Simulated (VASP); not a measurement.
Method: PBE GGA, VASP's PBE PAW potentials (set 64) (plane waves; VASP).

Input for VASP

### INCAR
```
SYSTEM = Pt3Ti
PREC = Accurate
ENCUT = 400
EDIFF = 1E-6
NELM = 100
ALGO = Normal
LREAL = .FALSE.
LASPH = .TRUE.
ISMEAR = 1
SIGMA = 0.1
GGA = PE
LMAXMIX = 6
LWAVE = .FALSE.
LCHARG = .FALSE.
ISIF = 2
```

File POSCAR:
```
Pt3Ti
1
    4.0327610000     0.0000000000     0.0000000000
    0.0000000000     3.8201800000     0.0000000000
    0.0000000000     0.0000000000     3.9250140000
Ti Pt
1 3
Direct
  0.0000000000   0.0000000000   0.0000000000
  0.0000000000   0.5000000000   0.5000000000
  0.5000000000   0.0000000000   0.5000000000
  0.5053360000   0.5000000000   0.0000000000
```

File KPOINTS:
```
Regular mesh
0
M
  5 5 5
```

POTCAR, in this order: Ti_sv Pt (PBE.64 set). Program: vasp_std.

The resulting files:

File OUTCAR:
```
 ion  position               nearest neighbor table
   1  0.000  0.000  0.000-   2 2.74   2 2.74   2 2.74   2 2.74   4 2.76   4 2.76   4 2.79   4 2.79
                             3 2.81   3 2.81   3 2.81   3 2.81
   2  0.000  0.500  0.500-   1 2.74   1 2.74   1 2.74   1 2.74   3 2.78   3 2.78   3 2.78   3 2.78
                             4 2.80   4 2.80   4 2.83   4 2.83
   3  0.500  0.000  0.500-   4 2.74   4 2.74   4 2.74   4 2.74   2 2.78   2 2.78   2 2.78   2 2.78
                             1 2.81   1 2.81   1 2.81   1 2.81
   4  0.505  0.500  0.000-   3 2.74   3 2.74   3 2.74   3 2.74   1 2.76   1 2.76   1 2.79   1 2.79
                             2 2.80   2 2.80   2 2.83   2 2.83
  LATTYP: Found a simple orthorhombic cell.
 ALAT       =     3.8201800000
 B/A-ratio  =     1.0274421624
 C/A-ratio  =     1.0556468543
 Subroutine PRICEL returns:
 Original cell was already a primitive cell.
 Subroutine GETGRP returns: Found  4 space group operations
The static configuration has the point symmetry C_2v.
The dynamic configuration has the point symmetry C_2v.
 Subroutine INISYM returns: Found  4 space group operations
 Subroutine IBZKPT returns following result:
 Found     27 irreducible k-points:

 Following reciprocal coordinates:
            Coordinates               Weight
  0.000000  0.000000  0.000000      1.000000
  0.200000  0.000000  0.000000      2.000000
  0.400000  0.000000  0.000000      2.000000
  0.000000  0.200000  0.000000      2.000000
  0.200000  0.200000  0.000000      4.000000
  0.400000  0.200000  0.000000      4.000000
  0.000000  0.400000  0.000000      2.000000
  0.200000  0.400000  0.000000      4.000000
  0.400000  0.400000  0.000000      4.000000
  0.000000  0.000000  0.200000      2.000000
  0.200000  0.000000  0.200000      4.000000
  0.400000  0.000000  0.200000      4.000000
  0.000000  0.200000  0.200000      4.000000
  0.200000  0.200000  0.200000      8.000000
  0.400000  0.200000  0.200000      8.000000
  0.000000  0.400000  0.200000      4.000000
  0.200000  0.400000  0.200000      8.000000
  0.400000  0.400000  0.200000      8.000000
  0.000000  0.000000  0.400000      2.000000
  0.200000  0.000000  0.400000      4.000000
  0.400000  0.000000  0.400000      4.000000
  0.000000  0.200000  0.400000      4.000000
  0.200000  0.200000  0.400000      8.000000
  0.400000  0.200000  0.400000      8.000000
  0.000000  0.400000  0.400000      4.000000
  0.200000  0.400000  0.400000      8.000000
  0.400000  0.400000  0.400000      8.000000
   k-points           NKPTS =     27   k-points in BZ     NKDIM =     27   number of bands    NBANDS=     25
   number of dos      NEDOS =    301   number of ions     NIONS =      4
   total plane-waves  NPLWV =  21952
   dimension x,y,z NGX =    28 NGY =   28 NGZ =   28
   dimension x,y,z NGXF=    56 NGYF=   56 NGZF=   56
   ions per type =               1   3
   PREC   = accura    normal or accurate (medium, high low for compatibility)
   ISTART =      0    job   : 0-new  1-cont  2-samecut
   ICHARG =      2    charge: 1-file 2-atom 10-const
   ISPIN  =      1    spin polarized calculation?
   LNONCOLLINEAR =      F non collinear calculations
   LSORBIT =      F    spin-orbit coupling
   INIWAV =      1    electr: 0-lowe 1-rand  2-diag
   ENCUT  =  400.0 eV  29.40 Ry    5.42 a.u.   6.58  6.23  6.40*2*pi/ulx,y,z
   NELM   =    100;   NELMIN=  2; NELMDL= -5     # of ELM steps
   EDIFF  = 0.1E-05   stopping-criterion for ELM
   LREAL  =      F    real-space projection
   NLSPLINE    = F    spline interpolate recip. space projectors
   LMAXMIX     =    6 max onsite mixed and CHGCAR
   VOSKOWN=      0    Vosko Wilk Nusair interpolation
   EDIFFG = 0.1E-04   stopping-criterion for IOM
   NSW    =      0    number of steps for IOM
   NBLOCK =      1;   KBLOCK =      1    inner block; outer block
   IBRION =     -1    ionic relax: 0-MD 1-quasi-New 2-CG
...
```

File OSZICAR:
```
       N       E                     dE             d eps       ncg     rms          rms(c)
DAV:   1     0.340144563144E+03    0.34014E+03   -0.18254E+04  1358   0.151E+03
DAV:   2    -0.278839654659E+01   -0.34293E+03   -0.33533E+03  1466   0.406E+02
DAV:   3    -0.317652246667E+02   -0.28977E+02   -0.27378E+02  1929   0.103E+02
DAV:   4    -0.325946308014E+02   -0.82941E+00   -0.82581E+00  1610   0.189E+01
DAV:   5    -0.326237697246E+02   -0.29139E-01   -0.29114E-01  1925   0.336E+00    0.216E+01
DAV:   6    -0.309233278786E+02    0.17004E+01   -0.22471E+01  1877   0.332E+01    0.145E+01
DAV:   7    -0.304167558186E+02    0.50657E+00   -0.32553E+01  1939   0.339E+01    0.103E+01
DAV:   8    -0.296419191910E+02    0.77484E+00   -0.15798E+00  1914   0.100E+01    0.462E+00
DAV:   9    -0.294961582024E+02    0.14576E+00   -0.14001E+00  2016   0.693E+00    0.141E+00
DAV:  10    -0.294950388904E+02    0.11193E-02   -0.52532E-02  1621   0.188E+00    0.108E+00
DAV:  11    -0.294852683820E+02    0.97705E-02   -0.31272E-02  1916   0.133E+00    0.414E-01
DAV:  12    -0.294841030962E+02    0.11653E-02   -0.70796E-03  2043   0.523E-01    0.123E-01
DAV:  13    -0.294841509192E+02   -0.47823E-04   -0.64270E-04  1771   0.222E-01    0.985E-02
DAV:  14    -0.294840803024E+02    0.70617E-04   -0.60042E-04  1864   0.173E-01    0.268E-02
DAV:  15    -0.294840786620E+02    0.16404E-05   -0.43074E-05  1866   0.506E-02    0.861E-03
DAV:  16    -0.294840777199E+02    0.94201E-06   -0.49228E-06  1412   0.159E-02
   1 F= -.29484078E+02 E0= -.29484330E+02  d E =0.756435E-03
```

**OUTCAR**
```
------------------------ aborting loop because EDIFF is reached ----------------------------------------
  FORCE on cell =-STRESS in cart. coord.  units (eV):
  Direction    XX          YY          ZZ          XY          YZ          ZX
  --------------------------------------------------------------------------------------
  Total       -0.0851862      3.0725173      1.5335431      0.0000000      0.0000000      0.0000000
  in kB       -2.2571088     81.4099320     40.6330149      0.0000000      0.0000000      0.0000000
  external PRESSURE =      39.9286127 kB  Pullay stress =       0.0000000 kB
  volume of cell :       60.47
      direct lattice vectors                 reciprocal lattice vectors
     4.032761000  0.000000000  0.000000000     0.247969071  0.000000000  0.000000000
     0.000000000  3.820180000  0.000000000     0.000000000  0.261767770  0.000000000
     0.000000000  0.000000000  3.925014000     0.000000000  0.000000000  0.254776161
 POSITION                                       TOTAL-FORCE (eV/Angst)
 -----------------------------------------------------------------------------------
      0.00000      0.00000      0.00000         0.039584      0.000000      0.000000
      0.00000      1.91009      1.96251         0.127308      0.000000      0.000000
      2.01638      0.00000      1.96251        -0.023950      0.000000      0.000000
      2.03790      1.91009      0.00000        -0.142942      0.000000      0.000000
 -----------------------------------------------------------------------------------
    total drift:                                0.000010     -0.000000     -0.000001
  FREE ENERGIE OF THE ION-ELECTRON SYSTEM (eV)
  ---------------------------------------------------
  free  energy   TOTEN  =       -29.4840777199 eV

  energy  without entropy=      -29.4848341550  energy(sigma->0) =      -29.48432986
```
(Selected blocks of OUTCAR.)

The compound is Pt3Ti in the L1_2 structure. The cell was not relaxed at this level, atoms are displaced from their ideal sites. The k-mesh is coarse (spacing up to 0.33 per Å, 2π included), so the numbers may not be converged in it. The run is one of a series of settings (KPOINTS 5×5×5 Monkhorst-Pack mesh against the base run), some of them coarse on purpose.
